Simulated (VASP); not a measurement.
Input:

```
GaN
1.0
    0.00000     2.27507     2.27507
    2.27507     0.00000     2.27507
    2.27507     2.27507     0.00000
Ga N
1 1
Direct
  0.00000   0.00000   0.00000
  0.25000   0.25000   0.25000
```

Level of theory: PBE GGA, VASP's PBE PAW potentials (set 64) (plane waves; VASP). Run with 520 eV cut-off, 9×9×9 Γ-centred mesh, Gaussian smearing of 0.050 eV, potentials Ga_d N.

Estimate the energy per atom (σ→0), band gap (on the k-mesh) with the smallest direct gap where there is one.

| Item | Result |
|---|---|
| band gap (on the k-mesh) | 1.54 eV |
| smallest direct gap (on the k-mesh) | 1.54 eV |
| energy per atom (σ→0) | -6.077 eV/atom |

The absolute energy has meaning only against runs of the same code, potentials and settings.

The compound is GaN in the zinc blende structure, a metastable form; wurtzite is the usual one. It was relaxed first.
